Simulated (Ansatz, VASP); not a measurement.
# Two plane-wave programs on NiPt

```xyz
2
Lattice="2.7974 0.0000 0.0000 0.0000 2.7974 0.0000 0.0000 0.0000 3.6938" Properties=species:S:1:pos:R:3 pbc="T T T"
Ni    1.3987    1.3987    1.8469
Pt    0.0000    0.0000    0.0000
```

Change from the starting cell: volume scaled by 1.1, no spin polarisation, PAW files.

Alike in both runs: task single point; functional LDA; k mesh 11 × 11 × 8; occupations fermi-dirac, width 0.1 eV; no spin polarisation.

|  | VASP | Ansatz |
| --- | --- | --- |
| version | VASP 6.6.1 | Ansatz 0.2.0 |
| potentials or method | VASP PAW LDA potentials, release 64 (Ni, Pt) | PAW with Ansatz's default frozen-core files, scalar-relativistic |
| plane-wave cutoff (eV) | 520 | 420 |
| valence electrons in the cell | 20 | 36 |

|  | VASP | Ansatz | Ansatz less VASP |
| --- | --- | --- | --- |
| pressure (GPa) | -27.7 | -28.3 | -0.63 |
| largest component of the traceless stress (GPa) | 1.22 | 1.28 | +0.066 |

The two sets of potentials don't hold the same shells in valence.

Caveats: so large a pressure means that the cell lies far from this level's equilibrium, or that cutoff or potentials fall short (VASP). Spin polarisation is off, so any magnetic state and its effect on volume and gap are missing. The runs have no spin-orbit coupling, so splittings on Pt are missing.
